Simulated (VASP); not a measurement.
Here is the system:

```
CELL_PARAMETERS angstrom
      4.20082     0.00000     0.00000
     -2.10041     3.63802     0.00000
      0.00000     0.00000    17.33512
ATOMIC_POSITIONS crystal
  Mg 0.00000 0.00000 0.50000
  I  0.33333 0.66667 0.59620
  I  0.66667 0.33333 0.40381
```

The numbers are results of PBE GGA, VASP's PBE PAW potentials (set 64) (plane waves; VASP 6.6.1), not measurements. Settings: 300 eV cut-off, 9×9×1 Γ-centred mesh, Gaussian smearing of 0.14 eV, potentials Mg I.

The cell holds a wide vacuum, so values per volume refer to the whole cell. Unless said otherwise, spin-orbit coupling is left out, though it shifts the bands of the heavy elements here.

Q: Give the energies of bands 3 to 11 at the high-symmetry points, in eV from the valence-band maximum.

A: 
```json
[
 {"band": "3", "Γ": "-2.86", "M": "-3.37", "K": "-3.02"},
 {"band": "4", "Γ": "-0.56", "M": "-2.73", "K": "-2.32"},
 {"band": "5", "Γ": "-0.27", "M": "-1.26", "K": "-2.32"},
 {"band": "6", "Γ": "-0.27", "M": "-1.13", "K": "-1.81"},
 {"band": "7", "Γ": "0.00", "M": "-0.62", "K": "-0.67"},
 {"band": "8", "Γ": "0.00", "M": "-0.41", "K": "-0.67"},
 {"band": "9", "Γ": "4.00", "M": "3.65", "K": "4.46"},
 {"band": "10", "Γ": "4.90", "M": "5.50", "K": "6.53"},
 {"band": "11", "Γ": "6.05", "M": "5.78", "K": "6.53"}
]
```

The gap is indirect, 3.65 eV, from the valence maximum at Γ to the conduction minimum at M.

The cell is a sheet with vacuum, built from a generated structure.
